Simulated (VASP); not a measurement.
CsRuN2:

```xyz
8
Lattice="0.0000 4.3195 4.3195 4.3195 0.0000 4.3195 4.3195 4.3195 0.0000" Properties=species:S:1:pos:R:3 pbc="T T T"
Cs    4.3195    4.3195    4.3195
Cs    6.4792    6.4792    6.4792
Ru    0.0000    0.0000    0.0000
Ru    2.1597    2.1597    2.1597
N     3.2396    1.0799    3.2396
N     1.0799    3.2396    3.2396
N     1.0799    1.0799    1.0799
N     3.2396    3.2396    1.0799
```

The cell comes from a database or a generator and needn't be the stable form of this composition.

```yaml
Program: VASP 6.6.1
Task: single point
Functional: PBE
Potentials_or_basis: VASP PAW PBE potentials, release 64 (Cs_sv, Ru_pv, N)
Cutoff: 520 eV
k_mesh: 6 × 6 × 6
Occupations: fermi-dirac, width 0.05 eV
Spin: no spin polarisation
```

On this cell: pressure -1.1 GPa; largest force zero by symmetry; band gap on the k mesh none (metal or under the smearing width).

The same run follows on a disturbed copy (atoms moved at random, drawn with an rms of 0.05 Å):

```
Cs Ru N
1.0
     0.00000    4.31947    4.31947
     4.31947    0.00000    4.31947
     4.31947    4.31947    0.00000
Cs Ru N
2 2 4
Cartesian
  4.3977 4.3319 4.3644
  6.4648 6.4963 6.4483
  -0.0146 -0.0056 -0.0488
  2.1419 2.1419 2.2500
  3.2200 1.0733 3.2750
  1.1007 3.2491 3.2946
  1.0434 1.0646 1.0668
  3.2143 3.2384 1.0311
```

**Question.** What changes?

**Answer.** The energy (extrapolated to zero smearing) moves by +21.7 meV/atom; pressure -0.6 GPa; largest force 2.075 eV/Å; band gap on the k mesh none (metal or under the smearing width).

Forces in eV/Å, atoms in the order of the input:
```
Cs  -0.149 -0.042 -0.062
Cs   0.087 -0.008  0.081
Ru   0.012 -0.031  1.509
Ru  -0.022  0.251 -2.060
N   -0.146  0.145 -0.227
N    0.255 -0.273 -0.331
N    0.478  0.495  0.536
N   -0.514 -0.537  0.556
```

Stress tensor (GPa, compression positive):
```
-0.55 -2.03  0.17
-2.03 -0.51  0.02
 0.17  0.02 -0.86
```
